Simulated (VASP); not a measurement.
Data:

```yaml
crystal:
  lattice:
    - [3.38286, 0.00000, 0.00000]
    - [-1.69143, 2.92964, 0.00000]
    - [0.00000, 0.00000, 6.16798]
  atoms:
    - { symbol: Ta, position: [0.00000, 0.00000, 0.00000] }
    - { symbol: S, position: [0.66667, 0.33333, 0.75428] }
    - { symbol: S, position: [0.33333, 0.66667, 0.24572] }
```

Level of theory: PBE GGA, VASP's PBE PAW potentials (set 64) (plane waves; VASP). Run with 300 eV cut-off, 15×15×7 Γ-centred mesh, Fermi-Dirac smearing of 0.10 eV, potentials Ta_pv S.

### Question
Give the energies of bands 6 to 14 at the high-symmetry points, in eV from the Fermi level.

### Answer

```
band      Γ      M      K      A      L      H
----  -----  -----  -----  -----  -----  -----
6     -6.66  -6.72  -5.55  -5.74  -6.78  -5.34
7     -3.95  -4.60  -5.25  -3.93  -5.04  -5.31
8     -3.95  -4.35  -5.25  -3.93  -4.29  -5.31
9     -1.60  -3.89  -3.71  -3.38  -3.97  -3.64
10    -0.79  -3.29  -3.71  -0.88  -2.40  -3.54
11    -0.79  -2.13  -3.24  -0.88  -1.95  -3.54
12     0.10  -0.88   1.27   0.08  -1.21   1.32
13     0.10   2.38   1.91   0.08   2.38   1.40
14     0.17   2.92   1.91   0.97   2.91   1.40
```

It has no gap at this level: it comes out as a metal or semimetal.

The structure comes from a computed database's TaS2 entry (P-3m1); how it stands against other phases isn't given here. The cell was not relaxed at this level. The electron count is odd and the run is not spin-polarised, which forces a metal.
